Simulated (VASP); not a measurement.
# WF (R3m) in VASP: further runs, part 3 of 3

VASP 6.6.1.

## (5) Band structure, RPBE

POSCAR reads:

```
WF
1.0
    1.3658900000      0.7886000000      5.0696000000
   -1.3658900000      0.7886000000      5.0696000000
    0.0000000000     -1.5771900000      5.0696000000
W F
1 1
Direct
    0.8141200000      0.8141200000      0.8141200000
    0.9371200000      0.9371200000      0.9371200000
```

INCAR.step1 reads:

```
SYSTEM = WF
  PREC = Accurate
  ENCUT = 520
  EDIFF = 1E-6
  ISMEAR = -1
  SIGMA = 0.05
  LREAL = .FALSE.
  LASPH = .TRUE.
  NELM = 60
  ALGO = Normal
  ISIF = 2
  LWAVE = .FALSE.
  LCHARG = .TRUE.
  LMAXMIX = 4
  GGA = RP
  NBANDS = 18
```

KPOINTS.step1 reads:

```
Automatic mesh
0
G
  11 11 11
  0 0 0
```

INCAR.step2 reads:

```
SYSTEM = WF
  PREC = Accurate
  ENCUT = 520
  EDIFF = 1E-6
  ISMEAR = 0
  SIGMA = 0.05
  LREAL = .FALSE.
  LASPH = .TRUE.
  NELM = 60
  ALGO = Normal
  ISIF = 2
  LWAVE = .FALSE.
  LCHARG = .FALSE.
  LMAXMIX = 4
  GGA = RP
  NBANDS = 18
  ICHARG = 11
```

KPOINTS.step2 reads:

```
path GLB1,BZGX,QFP1Z,LP
15
line-mode
reciprocal
 0.0000000000  0.0000000000  0.0000000000  G
 0.5000000000  0.0000000000  0.0000000000  L

 0.5000000000  0.0000000000  0.0000000000  L
 0.5000000000  0.1827980402 -0.1827980402  B1

 0.8172019598  0.5000000000  0.1827980402  B
 0.5000000000  0.5000000000  0.5000000000  Z

 0.5000000000  0.5000000000  0.5000000000  Z
 0.0000000000  0.0000000000  0.0000000000  G

 0.0000000000  0.0000000000  0.0000000000  G
 0.3413990201  0.0000000000 -0.3413990201  X

 0.6586009799  0.3413990201  0.0000000000  Q
 0.5000000000  0.5000000000  0.0000000000  F

 0.5000000000  0.5000000000  0.0000000000  F
 0.6586009799  0.6586009799  0.1827980402  P1

 0.6586009799  0.6586009799  0.1827980402  P1
 0.5000000000  0.5000000000  0.5000000000  Z

 0.5000000000  0.0000000000  0.0000000000  L
 0.8172019598  0.3413990201  0.3413990201  P
```

Potentials or basis: VASP PAW PBE potentials, release 64 (W_sv, F).

Started as:

```
$ cat potpaw_PBE.64/W_sv/POTCAR potpaw_PBE.64/F/POTCAR > POTCAR
$ cp INCAR.step1 INCAR
$ cp KPOINTS.step1 KPOINTS
$ mpirun -np 1 vasp_std > vasp.out
$ cp INCAR.step2 INCAR
$ cp KPOINTS.step2 KPOINTS
$ mpirun -np 1 vasp_std > vasp.out
```

OUTCAR:

```text
SYSTEM = WF
   PREC = Accurate
   ENCUT = 520
   EDIFF = 1E-6
   ISMEAR = 0
   LREAL = .FALSE.
   LASPH = .TRUE.
   NELM = 60
   ISIF = 2
   GGA = RP
   ICHARG = 11

 ion  position               nearest neighbor table
   1  0.814  0.814  0.814-   2 1.87
   2  0.937  0.937  0.937-   1 1.87

  LATTYP: Found a trigonal (rhomboedric) cell.
 ALAT       =     5.3092739251
 COS(alpha) =     0.8676295086

  Lattice vectors:

 A1 = (   1.3658900000,   0.7886000000,   5.0696000000)
 A2 = (  -1.3658900000,   0.7886000000,   5.0696000000)
 A3 = (   0.0000000000,  -1.5771900000,   5.0696000000)

Analysis of symmetry for initial positions (statically):
=====================================================================
 Subroutine PRICEL returns:
 Original cell was already a primitive cell.

 Routine SETGRP: Setting up the symmetry group for a
 trigonal (rhombohedral) supercell.

 Subroutine GETGRP returns: Found  6 space group operations
 (whereof  6 operations were pure point group operations)
 out of a pool of 12 trial point group operations.

The static configuration has the point symmetry C_3v.

Analysis of symmetry for dynamics (positions and initial velocities):
=====================================================================
 Subroutine PRICEL returns:
 Original cell was already a primitive cell.

 Routine SETGRP: Setting up the symmetry group for a
 trigonal (rhombohedral) supercell.

 Subroutine GETGRP returns: Found  6 space group operations
 (whereof  6 operations were pure point group operations)
 out of a pool of 12 trial point group operations.

The dynamic configuration has the point symmetry C_3v.

 Subroutine INISYM returns: Found  6 space group operations
 (whereof  6 operations are pure point group operations),
 and found     1 'primitive' translations

----------------------------------------------------------------------------------------

                                     Primitive cell

  volume of cell :      32.7639

  direct lattice vectors                    reciprocal lattice vectors
     1.365890000  0.788600000  5.069600000     0.366061689  0.211345893  0.065751268
    -1.365890000  0.788600000  5.069600000    -0.366061689  0.211345893  0.065751268
     0.000000000 -1.577190000  5.069600000     0.000000000 -0.422691786  0.065751685

  length of vectors
     5.309273925  5.309273925  5.309272309     0.427775029  0.427775029  0.427775210

  position of ions in fractional coordinates (direct lattice)
     0.814120000  0.814120000  0.814120000
     0.937120000  0.937120000  0.937120000

  ion indices of the primitive-cell ions
   primitive index   ion index
                 1           1
                 2           2

----------------------------------------------------------------------------------------

 KPOINTS: path GLB1,BZGX,QFP1Z,LP

Interpolating k-points between supplied coordinates.

 Line segments in fractional coordinates (reciprocal lattice):
    0.000000  0.000000  0.000000  ...  0.500000  0.000000  0.000000
    0.500000  0.000000  0.000000  ...  0.500000  0.182798 -0.182798
    0.817202  0.500000  0.182798  ...  0.500000  0.500000  0.500000
    0.500000  0.500000  0.500000  ...  0.000000  0.000000  0.000000
    0.000000  0.000000  0.000000  ...  0.341399  0.000000 -0.341399
    0.658601  0.341399  0.000000  ...  0.500000  0.500000  0.000000
    0.500000  0.500000  0.000000  ...  0.658601  0.658601  0.182798
    0.658601  0.658601  0.182798  ...  0.500000  0.500000  0.500000
    0.500000  0.000000  0.000000  ...  0.817202  0.341399  0.341399

 Generated    15 points on each line segment, for a total of    135 k-points:

 Following reciprocal coordinates:
            Coordinates               Weight
  0.000000  0.000000  0.000000      0.007407
  0.035714  0.000000  0.000000      0.007407
  0.071429  0.000000  0.000000      0.007407
  0.107143  0.000000  0.000000      0.007407
  0.142857  0.000000  0.000000      0.007407
  0.178571  0.000000  0.000000      0.007407
[... 16 lines left out ...]
  0.500000  0.091399 -0.091399      0.007407
  0.500000  0.104456 -0.104456      0.007407
 [... further k-points ...]
   k-points           NKPTS =    135   k-points in BZ     NKDIM =    135   number of bands    NBANDS=     18
   number of dos      NEDOS =    301   number of ions     NIONS =      2
   total plane-waves  NPLWV =  64000
   dimension x,y,z NGX =    40 NGY =   40 NGZ =   40
   dimension x,y,z NGXF=    80 NGYF=   80 NGZF=   80
   ions per type =               1   1
   NGX,Y,Z   is equivalent  to a cutoff of  12.52, 12.52, 12.52 a.u.
   NGXF,Y,Z  is equivalent  to a cutoff of  25.05, 25.05, 25.05 a.u.
 SYSTEM =  WF
   PREC   = accura    normal or accurate (medium, high low for compatibility)
   ISTART =      0    job   : 0-new  1-cont  2-samecut
   ICHARG =     11    charge: 1-file 2-atom 10-const
   ISPIN  =      1    spin polarized calculation?
   LNONCOLLINEAR =      F non collinear calculations
   LSORBIT =      F    spin-orbit coupling
   LASPH  =      T    aspherical Exc in radial PAW
   ENCUT  =  520.0 eV  38.22 Ry    6.18 a.u.   9.87  9.87  9.87*2*pi/ulx,y,z
   NELM   =     60;   NELMIN=  2; NELMDL=  0     # of ELM steps
   EDIFF  = 0.1E-05   stopping-criterion for ELM
   LREAL  =      F    real-space projection
   EDIFFG = 0.1E-04   stopping-criterion for IOM
   NSW    =      0    number of steps for IOM
   IBRION =     -1    ionic relax: 0-MD 1-quasi-New 2-CG
   NFREE  =      0    steps in history (QN), initial steepest desc. (CG)
   ISIF   =      2    stress and relaxation
   ISYM   =      2    0-nonsym 1-usesym 2-fastsym
   POTIM  = 0.5000    time-step for ionic-motion
   TEBEG  =    0.0;   TEEND  =   0.0 temperature during run
   PSTRESS=    0.0 pullay stress
   NELECT =      21.0000    total number of electrons
   NUPDOWN=      -1.0000    fix difference up-down
   EMIN   =  10.00;   EMAX   =-10.00  energy-range for DOS
   EFERMI =   0.00;   METHOD = LEGACY
   ISMEAR =     0;   SIGMA  =   0.05  broadening in eV -4-tet -1-fermi 0-gaus
   EFERMI_NEDOS =   21; number of points for ismear=-14 and -15
   IALGO  =     38    algorithm
   IMIX   =      4    mixing-type and parameters
     AMIX     =   0.40;   BMIX     =  1.00
     AMIX_MAG =   1.60;   BMIX_MAG =  1.00
  volume/ion in A,a.u.               =      16.38       110.55
  Fermi-wavevector in a.u.,A,eV,Ry     =   1.411506  2.667360 27.107556  1.992349
  Thomas-Fermi vector in A             =   2.533350
   LORBIT       =      0    0 simple, 1 ext, 2 COOP (PROOUT), +10 PAW based schemes
   GGA     = RP    functional components
   LHFCALC =     F    Hartree Fock is set to
   AEXX    =    0.0000 exact exchange contribution
   IVDW    =     0    specifies the selected vdW correction
   LEPSILON=     F    determine dielectric tensor
   LRPA    =     F    only Hartree local field effects (RPA)
 non-spin polarized calculation
 Gauss-broadening in eV      SIGMA  =   0.05
  energy-cutoff  :      520.00
  volume of cell :       32.76
 maximum number of plane-waves:       895
 NGX is ok and might be reduce to    40

 number of electron      21.0000005 magnetization

 Free energy of the ion-electron system (eV)
  ---------------------------------------------------
  ext. energy  EPLUGINS =         0.00000000
  ---------------------------------------------------
  free energy    TOTEN  =       -15.35517657 eV

  energy without entropy =      -15.35295041  energy(sigma->0) =      -15.35406349

 E-fermi :   4.7505     XC(G=0): -10.4273

 val. band max:        4.7367690084   @ k =   0.3414   0.0000  -0.3414
 cond. band min:       4.7534548826   @ k =   0.1429   0.1429   0.1429
 fundamental gap:      0.0166858742
 Fermi energy:         4.7504991418

 k-point     1 :       0.0000    0.0000    0.0000
  band No.  band energies     occupation
      1     -69.4127      2.00000
      2     -34.1216      2.00000
      3     -32.7962      2.00000
      4     -32.7962      2.00000
      5     -19.5220      2.00000
      6      -1.9264      2.00000
[... 10 lines left out ...]
     17      19.2693      0.00000
     18      24.8596      0.00000
[... 463 lines left out ...]
 k-point    24 :       0.5000    0.1045   -0.1045
  band No.  band energies     occupation
      1     -69.2834      2.00000
      2     -33.9166      2.00000
      3     -33.9081      2.00000
      4     -33.4055      2.00000
      5     -19.0122      2.00000
      6      -1.6312      2.00000
[... 10 lines left out ...]
     17      18.4770      0.00000
     18      19.9079      0.00000

 [... further k-points ...]

------------------------ aborting loop because EDIFF is reached ----------------------------------------

  FORCE on cell =-STRESS in cart. coord.  units (eV):
  Direction    XX          YY          ZZ          XY          YZ          ZX
  --------------------------------------------------------------------------------------
  -------------------------------------------------------------------------------------
  Total        1.3810905      1.3810895      4.9684013      0.0000000      0.0000033      0.0000000
  in kB       67.5362772     67.5362271    242.9582474      0.0000000      0.0001597      0.0000000
  external PRESSURE =     126.0102506 kB  Pullay stress =       0.0000000 kB

 VOLUME and BASIS-vectors are now :
 -----------------------------------------------------------------------------
  energy-cutoff  :      520.00
  volume of cell :       32.76
      direct lattice vectors                 reciprocal lattice vectors
     1.365890000  0.788600000  5.069600000     0.366061689  0.211345893  0.065751268
    -1.365890000  0.788600000  5.069600000    -0.366061689  0.211345893  0.065751268
     0.000000000 -1.577190000  5.069600000     0.000000000 -0.422691786  0.065751685

 POSITION                                       TOTAL-FORCE (eV/Angst)
 -----------------------------------------------------------------------------------
      0.00000      0.00001     12.38179         0.000000     -0.000000     -0.397131
      0.00000      0.00001     14.25247         0.000000      0.000000      0.397131
 -----------------------------------------------------------------------------------
    total drift:                               -0.000000      0.000017      0.128574

  FREE ENERGIE OF THE ION-ELECTRON SYSTEM (eV)
  ---------------------------------------------------
  free  energy   TOTEN  =       -15.3551765745 eV

  energy  without entropy=      -15.3529504086  energy(sigma->0) =      -15.35406349
```

Wall time 3 min (1 thread of Intel Xeon 6975P-C (Granite Rapids), shared host); peak memory 0.29 GiB.

What came out:

| Item | Value |
| --- | --- |
| Band gap along the path | none (metal or under the smearing width) |

Levels at the corners of the path, in eV from the Fermi level:
```tsv
point	band 7	band 8	band 9	band 10	band 11	band 12	band 13	band 14
Γ	-6.54	-4.03	-4.03	-0.22	-0.18	-0.18	3.66	3.66
L	-6.15	-4.63	-4.53	-1.62	2.59	3.34	3.96	6.02
L	-6.15	-4.63	-4.53	-1.62	2.59	3.34	3.96	6.02
B1	-6.05	-5.77	-1.32	-0.90	-0.06	0.07	4.08	8.41
B	-6.05	-5.77	-1.32	-0.90	-0.06	0.07	4.08	8.41
Z	-6.30	-4.02	-4.02	-0.18	-0.18	0.98	3.62	3.62
Z	-6.30	-4.02	-4.02	-0.18	-0.18	0.98	3.62	3.62
Γ	-6.54	-4.03	-4.03	-0.22	-0.18	-0.18	3.66	3.66
Γ	-6.54	-4.03	-4.03	-0.22	-0.18	-0.18	3.66	3.66
X	-6.02	-5.83	-1.21	-0.94	-0.03	-0.02	4.05	8.36
Q	-6.02	-5.83	-1.21	-0.94	-0.03	-0.02	4.05	8.36
F	-6.28	-4.63	-4.50	-1.38	2.48	3.48	4.16	6.02
F	-6.28	-4.63	-4.50	-1.38	2.48	3.48	4.16	6.02
P1	-6.26	-4.62	-4.51	-1.43	2.51	3.52	3.94	5.96
P1	-6.26	-4.62	-4.51	-1.43	2.51	3.52	3.94	5.96
Z	-6.30	-4.02	-4.02	-0.18	-0.18	0.98	3.62	3.62
L	-6.15	-4.63	-4.53	-1.62	2.59	3.34	3.96	6.02
P	-6.26	-4.62	-4.51	-1.43	2.51	3.52	3.94	5.96
```

Caveat: the log is that of the step along the path at fixed density, whose energy, stress, charges and moments have no meaning; the PAW data sets were made with another functional, which shifts forces and pressure a little; spin-orbit coupling is left out, which moves the levels of the heavy elements; an odd number of electrons without spin polarisation forces a metal; a magnetic or distorted state may lie lower.

## (6) The reference run

An earlier run on the cell as given: functional PBE; potentials or basis VASP PAW PBE potentials, release 64 (W_sv, F); cutoff 520 eV; k mesh 11 × 11 × 11; occupations fermi-dirac, width 0.05 eV; no spin polarisation.

* Pressure: 1.7 GPa
* Largest force: 0.401 eV/Å
* Band gap on the k mesh: none (metal or under the smearing width)
